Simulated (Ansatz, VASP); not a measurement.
# Cu in two plane-wave programs, part 2 of 2

Aim: how closely do two programs agree when they are given the same cell, functional and k mesh? Of the first pair: The structure shown is the start of the Ansatz relaxation below; VASP solves that cell, so the two are compared at the walk's first step.

VASP 6.6.1 and Ansatz 0.2.0.

So far. Step 4 (Comparison): The forces differ by 10 meV/Å r.m.s., which is 9.8 % of the r.m.s. force of 0.105 eV/Å (both taken over all components). With vacuum in the cell, a pressure given here is an average over mostly empty space and none of the material.

**5. Ansatz: single point, PBEsol, pair 2**

Level of this step: Ansatz beside VASP: Kohn-Sham DFT, plane waves, PBEsol (Ansatz).

A single point gives forces, pressure and levels at one fixed geometry, so differences don't come from the geometry; what else differs is listed under the comparison.

The cell is taken from a series of runs on this material, whose earlier steps may have relaxed, scaled, displaced or heated it; both programs get it as it stands.

input.yaml

```yaml
crystal:
  lattice:
    - [2.556191014, 0.0, 0.0]
    - [1.278095507, 2.213726355, 0.0]
    - [0.0, 0.0, 22.3484848925]
  atoms:
    - { symbol: Cu, position: [0.0, 0.0, 0.6799899528] }
    - { symbol: Cu, position: [0.6666666667, 0.6666666667, 0.5902060961] }
    - { symbol: Cu, position: [0.3333333333, 0.3333333333, 0.5] }
    - { symbol: Cu, position: [0.0, 0.0, 0.4097939039] }
    - { symbol: Cu, position: [0.6666666667, 0.6666666667, 0.3200100472] }
kpoints:
  mp_grid: { grid: [18, 18, 1] }
scf:
  occupations: { method: fermi_dirac, width: 0.05 }
  n_extra_bands: 8
hamiltonian:
  xc: pbesol
  pseudopotentials: { kind: paw, azcp: { folder: soft_1 }, xc_functional: pbe }
output:
  forces: true
  write_potential: true
  volumetric_format: []
  dos:
    projected: true
    de: 0.05
    e_range: [-30, 12]
    method: { smearing: { sigma: 0.15, scheme: gaussian } }
  eigenstates:
    kpoints:
      - [-0.33333333, 0.33333333, 0.0]
      - [-0.36666667, 0.31666667, 0.0]
      - [-0.4, 0.3, 0.0]
      - [-0.43333333, 0.28333333, 0.0]
      - [-0.46666667, 0.26666667, 0.0]
      - [0.5, 0.25, 0.0]
      - [0.46666667, 0.23333333, 0.0]
      - [0.43333333, 0.21666667, 0.0]
      - [0.4, 0.2, 0.0]
      - [0.36666667, 0.18333333, 0.0]
      - [0.33333333, 0.16666667, 0.0]
      - [0.3, 0.15, 0.0]
      - [0.26666667, 0.13333333, 0.0]
      - [0.23333333, 0.11666667, 0.0]
      - [0.2, 0.1, 0.0]
      - [0.16666667, 0.08333333, 0.0]
      - [0.13333333, 0.06666667, 0.0]
      - [0.1, 0.05, 0.0]
      - [0.06666667, 0.03333333, 0.0]
      - [0.03333333, 0.01666667, 0.0]
      - [0.0, 0.0, 0.0]
      - [0.02777778, 0.0, 0.0]
      - [0.05555556, 0.0, 0.0]
      - [0.08333333, 0.0, 0.0]
      - [0.11111111, 0.0, 0.0]
      - [0.13888889, 0.0, 0.0]
      - [0.16666667, 0.0, 0.0]
      - [0.19444444, 0.0, 0.0]
      - [0.22222222, 0.0, 0.0]
      - [0.25, 0.0, 0.0]
      - [0.27777778, 0.0, 0.0]
      - [0.30555556, 0.0, 0.0]
      - [0.33333333, 0.0, 0.0]
      - [0.36111111, 0.0, 0.0]
      - [0.38888889, 0.0, 0.0]
      - [0.41666667, 0.0, 0.0]
      - [0.44444444, 0.0, 0.0]
      - [0.47222222, 0.0, 0.0]
      - [0.5, 0.0, 0.0]
      - [-0.48333333, 0.03333333, 0.0]
      - [-0.46666667, 0.06666667, 0.0]
      - [-0.45, 0.1, 0.0]
      - [-0.43333333, 0.13333333, 0.0]
      - [-0.41666667, 0.16666667, 0.0]
      - [-0.4, 0.2, 0.0]
      - [-0.38333333, 0.23333333, 0.0]
      - [-0.36666667, 0.26666667, 0.0]
      - [-0.35, 0.3, 0.0]
    e_range: [-8.0, 4.0]
    unfold:
      supercell_matrix: [[1, 0, 0], [0, 1, 0], [0, 0, 1]]
      layers:
        axis: 3
        edges: [0.141027, 0.432346, 0.432446, 0.567554, 0.567654, 0.858973]
```

Run with:

```
$ ansatz run input.yaml --threads 4 --pin off --max-ram 11264MiB --backend cpu --events-out ev --progress --plain --runs-dir out
```

Numbers of over 12 decimals in the logs are rounded to 6 here.

What it wrote:

```text
[...]
Crystal: 5 atoms, lattice volume = 126.464 Å³
Basis set: ecut = 420 eV, 2529 PW (Γ), exchange–correlation on 36×36×300 points (8 copies of the dense FFT grid, shifted against one another)
Bands: 56, of which v1, the nominal top of the filled ones, is band 48 counted from 1 (47 counted from 0)
Symmetry: 12 space group operations
[...]
k-points: 37 of 324
[...]
max |Σ_I F_I| component: 4.05e-18 eV/Å
--- Band table (eV; the first three rows and the last of 37) ---
  k-point 0: bands = [... 44 lower, 3.0377, 3.3231, 3.3231, 3.4345, 3.4345, 4.0557, 4.7948, 9.3707, ... 4 higher]
  k-point 1: bands = [... 44 lower, 3.1047, 3.1906, 3.3238, 3.3390, 3.4368, 4.2951, 5.0783, 9.4537, ... 4 higher]
  k-point 2: bands = [... 44 lower, 3.0447, 3.0653, 3.3253, 3.4431, 3.5414, 4.7781, 5.7194, 9.7006, ... 4 higher]
  k-point 36: bands = [... 44 lower, 3.3562, 8.2103, 8.2103, 8.4075, 8.7094, 9.2629, 9.2629, 10.3103, ... 4 higher]
[key lines of the parts left out:]
SCF converged after 12 iterations
Free energy (F): -32942.702192 eV
Fermi energy:    5.035017 eV
```

**6. VASP: single point, PBEsol, pair 2**

The same cell, functional, mesh and smearing now go to VASP, with its own data sets.

INCAR

```
SYSTEM = Cu
PREC = Accurate
ENCUT = 520
EDIFF = 1E-06
NELM = 120
ISMEAR = -1
SIGMA = 0.05
LREAL = .FALSE.
ALGO = Normal
GGA = PS
NBANDS = 34
LASPH = .TRUE.
LORBIT = 11
LWAVE = .FALSE.
LCHARG = .FALSE.
ISIF = 2
GGA_COMPAT = .FALSE.
KPAR = 2
```

POSCAR

```
Cu
1.0
    2.5561910140      0.0000000000      0.0000000000
    1.2780955070      2.2137263550      0.0000000000
    0.0000000000      0.0000000000     22.3484848925
Cu
5
Direct
    0.0000000001      0.0000000001      0.6799899528
    0.6666666667      0.6666666667      0.5902060961
    0.3333333334      0.3333333334      0.5000000000
    0.0000000001      0.0000000001      0.4097939039
    0.6666666667      0.6666666667      0.3200100472
```

KPOINTS

```
Automatic mesh
0
Gamma
18 18 1
0 0 0
```

PAW data sets: Cu (PBE family, release 64).

Run with:

```
$ mpirun -np 2 vasp_std
```

What it wrote:

```text
[banner, memory and clock lines left out]
running    2 mpi-ranks, on    1 nodes
[...]
[... a notice as in an earlier step ...]

 LDA part: xc-table for (Slater+PW92), standard interpolation
 POSCAR, INCAR and KPOINTS ok, starting setup
[...]
entering main loop
       N       E                     dE             d eps       ncg     rms          rms(c)
DAV:   1     0.471735812175E+03    0.47174E+03   -0.24702E+04  2516   0.224E+03
DAV:   2     0.228177095843E+02   -0.44892E+03   -0.43685E+03  2516   0.414E+02
DAV:   3    -0.238860696960E+02   -0.46704E+02   -0.44312E+02  2644   0.189E+02
DAV:   4    -0.254244156184E+02   -0.15383E+01   -0.15316E+01  2926   0.442E+01
[...]
DAV:  20    -0.203793579226E+02   -0.26258E-04   -0.25422E-06  1898   0.241E-02    0.251E-03
DAV:  21    -0.203793639585E+02   -0.60359E-05   -0.96041E-07  1704   0.283E-02    0.176E-03
DAV:  22    -0.203793648210E+02   -0.86249E-06   -0.21789E-07  1674   0.894E-03
   1 F= -.20379365E+02 E0= -.20368656E+02  d E =-.214176E-01
```

From OUTCAR (step 6):

```text
  Total       -2.2500346     -2.2500346      0.5702578      0.0000000      0.0000000      0.0000000
  in kB      -28.5058798    -28.5058797      7.2246449      0.0000000      0.0000000      0.0000000
  external PRESSURE =     -16.5957049 kB  Pullay stress =       0.0000000 kB

 POSITION                                       TOTAL-FORCE (eV/Angst)
 -----------------------------------------------------------------------------------
      0.00000      0.00000     15.19675        -0.000000     -0.000000      0.058860
      2.55619      1.47582     13.19021        -0.000000      0.000000      0.025732
      1.27810      0.73791     11.17424        -0.000000     -0.000000     -0.000000
      0.00000      0.00000      9.15827         0.000000     -0.000000     -0.025732
      2.55619      1.47582      7.15174         0.000000      0.000000     -0.058860
 -----------------------------------------------------------------------------------
    total drift:                               -0.000002     -0.000001     -0.000177

  FREE ENERGIE OF THE ION-ELECTRON SYSTEM (eV)
  ---------------------------------------------------
  free  energy   TOTEN  =       -20.3793648210 eV

  energy  without entropy=      -20.3579472119  energy(sigma->0) =      -20.36865602

[... 1 part as in an earlier step ...]

[... 2 further parts left out ...]
[key lines of the parts left out:]
E-fermi :   0.9612
```

**7. Side by side**

What differs besides the data sets and the points named for the pairs above, as far as they apply: the data sets hold 95 valence electrons in Ansatz (on its PAW soft_1 files) and 55 in VASP. Total energies have different zeros and are not compared.

Forces (eV/Å; atoms numbered as in POSCAR):

```
atom        Ansatz x, y, z          VASP x, y, z
 Cu1   0.000, 0.000, 0.031   0.000, 0.000, 0.059
 Cu2   0.000, 0.000, 0.027   0.000, 0.000, 0.026
 Cu3   0.000, 0.000, 0.000   0.000, 0.000, 0.000
 Cu4  0.000, 0.000, -0.027  0.000, 0.000, -0.026
 Cu5  0.000, 0.000, -0.031  0.000, 0.000, -0.059
```

The forces differ by 10 meV/Å r.m.s., which is 43.2 % of the r.m.s. force of 0.023 eV/Å (both taken over all components). With vacuum in the cell, a pressure given here is an average over mostly empty space and none of the material.

**8. Outcome**

```
r.m.s. force difference (single point, PBEsol, start cell, pair 1) : 10 meV/Å
r.m.s. force difference (single point, PBEsol, pair 2)             : 10 meV/Å
```

**Reading.** The r.m.s. force difference is 10 meV/Å (single point, PBEsol, start cell, pair 1), within the 12 meV/Å picked in this series as the mark of a large difference. The data sets hold unlike numbers of valence electrons (95 in Ansatz and 55 in VASP), so part of the differences comes from the potentials. 1 further run of this series is not shown here. Such differences can come from data sets, numerical settings and the points named under the comparisons, not from the functional's error against experiment.

[Lines on the potential files, build, host, timing and source positions are cut from VASP's logs without a mark.]

[Logs are printed without paths, hosts, clocks, repeated set-up lines and the standing remarks that a program may print on its own settings, such as how far it seeks lower states.]

[Hosts, paths, dates, database ids (printed as entryN), source tags and the programs' standing remarks are cut or masked in the printed files.]
